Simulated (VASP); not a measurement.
Input:

```yaml
crystal:
  lattice:
    - [4.65308, 0.00000, 0.00000]
    - [0.00000, 4.65308, 0.00000]
    - [0.00000, 0.00000, 3.07267]
  atoms:
    - { symbol: Mg, position: [0.00000, 0.00000, 0.00000] }
    - { symbol: Mg, position: [0.50000, 0.50000, 0.50000] }
    - { symbol: F, position: [0.30276, 0.30276, 0.00000] }
    - { symbol: F, position: [0.80276, 0.19724, 0.50000] }
    - { symbol: F, position: [0.19724, 0.80276, 0.50000] }
    - { symbol: F, position: [0.69724, 0.69724, 0.00000] }
```

Method: PBE GGA with D3 dispersion (zero damping), VASP's PBE PAW potentials (set 64) (plane waves; VASP). Numerical set-up: 520 eV cut-off, Gaussian smearing of 0.050 eV, potentials Mg F.

Problem. Give the energies of bands 5 to 18 at the high-symmetry points, in eV from the valence-band maximum.

Solution. 
```csv
band,Γ,X,M,Z,R,A
5,-4.01,-3.26,-3.06,-2.93,-3.11,-3.69
6,-2.42,-3.26,-3.06,-2.93,-3.11,-3.69
7,-2.06,-1.73,-2.07,-2.42,-2.90,-2.96
8,-2.06,-1.73,-2.07,-2.42,-2.90,-2.96
9,-1.87,-1.55,-1.28,-2.18,-2.02,-1.44
10,-1.83,-1.55,-1.28,-2.18,-2.02,-1.44
11,-1.20,-1.35,-1.25,-1.42,-1.34,-1.39
12,-1.20,-1.35,-1.25,-1.42,-1.34,-1.39
13,-0.72,-0.96,-0.94,-1.11,-0.72,-0.59
14,-0.32,-0.96,-0.94,-1.11,-0.72,-0.59
15,-0.32,-0.37,-0.75,-0.83,-0.65,-0.47
16,0.00,-0.37,-0.75,-0.83,-0.65,-0.47
17,6.96,9.35,11.01,11.67,12.60,13.07
18,12.12,9.35,11.01,11.67,12.60,13.07
```

The gap is direct, 6.96 eV, from the valence maximum at Γ to the conduction minimum at Γ.

Measured: gap 12.40 eV (computed value off by -5.44 eV), as given by Andrés Aguado et al., Journal of the Physical Society of Japan (1999), arXiv:cond-mat/9901145.

The compound is MgF2 in the rutile structure. It was relaxed first.
